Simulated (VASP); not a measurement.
Computed with revPBE GGA, VASP's PBE PAW potentials (set 64) (plane waves; VASP).

The input files of a VASP run:

KPOINTS:
```
Automatic
0
gamma
  16 16 16
0 0 0
```

### POSCAR
```
Ir
3.8434740
  0.0000000000   0.5000000273   0.5000000273
  0.5000000273   0.0000000000   0.5000000273
  0.5000000273   0.5000000273   0.0000000000
Ir
1
Direct
  0.0000000000   0.0000000000   0.0000000000
```

INCAR:
```
! general
SYSTEM  = Ir
PREC    = Accurate
ENCUT   = 520
LREAL   = .FALSE.
LASPH   = .TRUE.

! electronic loop
EDIFF   = 1E-7
NELM    = 100
ALGO    = Normal
LMAXMIX = 6

! smearing
ISMEAR  = 1
SIGMA   = 0.1

! functional
GGA     = RE

! ions
ISIF    = 2

! output
LWAVE   = .FALSE.
LCHARG  = .FALSE.
```

POTCAR, in this order: Ir (PBE.64 set). Program: vasp_std.

Output

**OSZICAR**
```
       N       E                     dE             d eps       ncg     rms          rms(c)
DAV:   1     0.445854755712E+02    0.44585E+02   -0.45195E+03  2368   0.102E+03
DAV:   2    -0.818044307079E+01   -0.52766E+02   -0.50817E+02  2328   0.209E+02
DAV:   3    -0.881337539738E+01   -0.63293E+00   -0.63143E+00  3344   0.310E+01
DAV:   4    -0.881724062577E+01   -0.38652E-02   -0.38647E-02  2992   0.177E+00
DAV:   5    -0.881725599674E+01   -0.15371E-04   -0.15371E-04  3416   0.752E-02    0.150E+01
DAV:   6    -0.838365976254E+01    0.43360E+00   -0.89396E-01  2672   0.134E+01    0.633E+00
DAV:   7    -0.830028525261E+01    0.83375E-01   -0.29908E-01  3000   0.722E+00    0.158E+00
DAV:   8    -0.829462716059E+01    0.56581E-02   -0.26952E-03  2560   0.841E-01    0.328E-01
DAV:   9    -0.829428333688E+01    0.34382E-03   -0.46434E-04  3224   0.350E-01    0.139E-02
DAV:  10    -0.829429093047E+01   -0.75936E-05   -0.39195E-06  2976   0.198E-02    0.282E-03
DAV:  11    -0.829429087792E+01    0.52540E-07   -0.72140E-08  2808   0.355E-03
   1 F= -.82942909E+01 E0= -.82941791E+01  d E =-.335482E-03
```

**OUTCAR**
```
------------------------ aborting loop because EDIFF is reached ----------------------------------------
  FORCE on cell =-STRESS in cart. coord.  units (eV):
  Direction    XX          YY          ZZ          XY          YZ          ZX
  --------------------------------------------------------------------------------------
  Total        1.0202428      1.0202428      1.0202428      0.0000000     -0.0000000      0.0000000
  in kB      115.1601393    115.1601393    115.1601393      0.0000000     -0.0000000      0.0000000
  external PRESSURE =     115.1601393 kB  Pullay stress =       0.0000000 kB
  volume of cell :       14.19
      direct lattice vectors                 reciprocal lattice vectors
     0.000000000  1.921737105  1.921737105    -0.260181270  0.260181270  0.260181270
     1.921737105  0.000000000  1.921737105     0.260181270 -0.260181270  0.260181270
     1.921737105  1.921737105  0.000000000     0.260181270  0.260181270 -0.260181270
 POSITION                                       TOTAL-FORCE (eV/Angst)
 -----------------------------------------------------------------------------------
      0.00000      0.00000      0.00000        -0.000000      0.000000     -0.000000
 -----------------------------------------------------------------------------------
    total drift:                                0.000000      0.000000      0.000000
  FREE ENERGIE OF THE ION-ELECTRON SYSTEM (eV)
  ---------------------------------------------------
  free  energy   TOTEN  =        -8.2942908779 eV

  energy  without entropy=       -8.2939553961  energy(sigma->0) =       -8.29417905
```
(Selected blocks of OUTCAR.)

The compound is Ir in the fcc structure. This cell is one point of a volume scan, at 0.97 of the reference volume.
